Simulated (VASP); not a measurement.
VASP ran on this input.

**POSCAR**
```
CsH
1
    4.7995300000     0.0000000000     0.0000000000
   -2.3997650000     4.1565150000     0.0000000000
    0.0000000000     0.0000000000     7.8605220000
Cs H
2 2
Direct
  0.6666670000   0.3333330000   0.0000000000
  0.3333330000   0.6666670000   0.5000000000
  0.6666670000   0.3333330000   0.6252000000
  0.3333330000   0.6666670000   0.1252000000
```

INCAR:
```
ALGO=Normal
EDIFF=1E-6
ENCUT=300
GGA=PE
ISIF=2
ISMEAR=-1
LASPH=.TRUE.
LCHARG=.FALSE.
LMAXMIX=4
LREAL=.FALSE.
LWAVE=.FALSE.
NELM=100
PREC=Accurate
SIGMA=0.05
SYSTEM=CsH
```

**KPOINTS**
```
Regular mesh
0
gamma
 2 2 1
```

POTCAR, in this order: Cs_sv H (PBE.64 set). Program: vasp_std.

Translate this PBE calculation to Quantum ESPRESSO's pw.x.

One equivalent input (not run):
```
&CONTROL
  calculation = 'scf'
  pseudo_dir = './pseudo'
  outdir = './out'
  tprnfor = .true.
  tstress = .true.
/
&SYSTEM
  ibrav = 0
  nat = 4
  ntyp = 2
  ecutwfc = 72
  occupations = 'smearing'
  smearing = 'fermi-dirac'
  degauss = 0.003675
  input_dft = 'pbe'
/
&ELECTRONS
  conv_thr = 7.3e-08
  electron_maxstep = 100
/
ATOMIC_SPECIES
  Cs 132.905 Cs.upf
  H 1.008 H.upf
CELL_PARAMETERS angstrom
     4.7995300    0.0000000    0.0000000
    -2.3997650    4.1565150    0.0000000
     0.0000000    0.0000000    7.8605220
ATOMIC_POSITIONS crystal
  Cs   0.6666670  0.3333330  0.0000000
  Cs   0.3333330  0.6666670  0.5000000
  H    0.6666670  0.3333330  0.6252000
  H    0.3333330  0.6666670  0.1252000
K_POINTS automatic
  2 2 1 0 0 0
```
The two are equivalent in intent, not identical: the potentials are each code's own (VASP's PAW set, PseudoDojo norm-conserving files in pw.x), so ENCUT and ecutwfc are chosen apart and not converted; conv_thr bounds pw.x's estimated SCF error, while EDIFF bounds the energy change between steps.

The structure was generated: CsH was put into an ordered model structure, which need not be its known phase. The cell was not relaxed at this level. The k-mesh is coarse (spacing up to 0.80 per Å, 2π included), so the numbers may not be converged in it. The run is one of a series of settings (KPOINTS 2×2×1 Γ-centred mesh against the base run), some of them coarse on purpose.
